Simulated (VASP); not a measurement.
Given:

```yaml
crystal:
  lattice:
    - [0.00000, 2.30981, 2.30981]
    - [2.30981, 0.00000, 2.30981]
    - [2.30981, 2.30981, 0.00000]
  atoms:
    - { symbol: Zr, position: [0.00000, 0.00000, 0.00000] }
    - { symbol: N, position: [0.50000, 0.50000, 0.50000] }
```

All values below come from RPBE GGA, VASP's PBE PAW potentials (set 64) (plane waves; VASP). Numerical set-up: 520 eV cut-off, Gaussian smearing of 0.050 eV, potentials Zr_sv N.

### Question
Give the energies of bands 6 to 11 at the high-symmetry points, in eV from the Fermi level.

### Answer

```csv
band,Γ,X,U,L,W
6,-2.67,-4.62,-5.47,-7.58,-5.38
7,-2.67,-3.42,-4.78,-5.62,-4.76
8,-2.67,-3.19,-4.44,-5.62,-4.76
9,-0.42,-3.19,-0.73,2.88,0.96
10,-0.42,3.21,3.26,2.94,0.96
11,-0.42,4.32,3.51,2.94,4.33
```

It has no gap at this level: it comes out as a metal or semimetal.

The compound is ZrN in the rock salt structure. It was relaxed first. The electron count is odd and the run is not spin-polarised, which forces a metal.
